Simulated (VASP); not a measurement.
TlCl (CsCl type), at 1.04 of the tabulated volume:

```
CELL_PARAMETERS angstrom
      3.89053     0.00000     0.00000
      0.00000     3.89053     0.00000
      0.00000     0.00000     3.89053
ATOMIC_POSITIONS crystal
  Tl 0.00000 0.00000 0.00000
  Cl 0.50000 0.50000 0.50000
```

The highest filled band near X, direction across the valley's axis, from PBE with spin-orbit coupling in VASP (PAW); its two spin partners are averaged. The gap over the points computed is 1.89 eV, and the next band on that side lies 0.90 eV away at the edge.

Settings: 400 eV cut-off, 8×8×8 Γ-centred mesh, Gaussian smearing of 0.050 eV, potentials Tl_d Cl.

```tsv
distance from the edge in k (1/Å)	distance in energy (meV)
0.025	3.7
0.035	7.4
0.050	15.2
0.070	29.7
```

Fit E(1 + αE) = ħ²k²/2m* (ħ²/2m0 = 3.810 eV Å²) and predict the row at 0.095 1/Å.

The rows don't resolve α, so a parabola serves: the hole mass is m* = 0.628 m0, and so 54.7 meV. The run gave 54.7 meV, -0.0 meV from the fit.

Left out are points under 3 meV from the edge, since the levels carry 0.1 meV, and points farther than half the way to the next band.

The compound is TlCl in the CsCl type structure. The cell was not relaxed at this level.
